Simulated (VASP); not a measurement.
Input:

```xyz
3
Lattice="0.0000 2.9807 2.9807 2.9807 0.0000 2.9807 2.9807 2.9807 0.0000" Properties=species:S:1:pos:R:3 pbc="T T T"
Al     1.4903     1.4903     1.4903
Al     4.4710     4.4710     4.4710
Au     0.0000     0.0000     0.0000
```

These are SCAN meta-GGA, VASP's PBE PAW potentials (set 64) (plane waves; VASP) values and carry that method's errors. Numerical set-up: 520 eV cut-off, 9×9×9 Γ-centred mesh, first-order Methfessel-Paxton smearing of 0.10 eV, potentials Al Au.

Unless said otherwise, spin-orbit coupling is left out, though it shifts the bands of the heavy elements here.

**Question.** What does the run give for the energy per atom (σ→0), band gap (on the k-mesh) with the smallest direct gap where there is one?

**Answer.** 
| Quantity | Result |
|---|---|
| band gap (on the k-mesh) | none (metal, semimetal or under 0.01 eV) |
| energy per atom (σ→0) | -28.951 eV/atom |

The compound is AuAl2 in the fluorite structure. It was relaxed first. The electron count is odd and the run is not spin-polarised, which forces a metal.
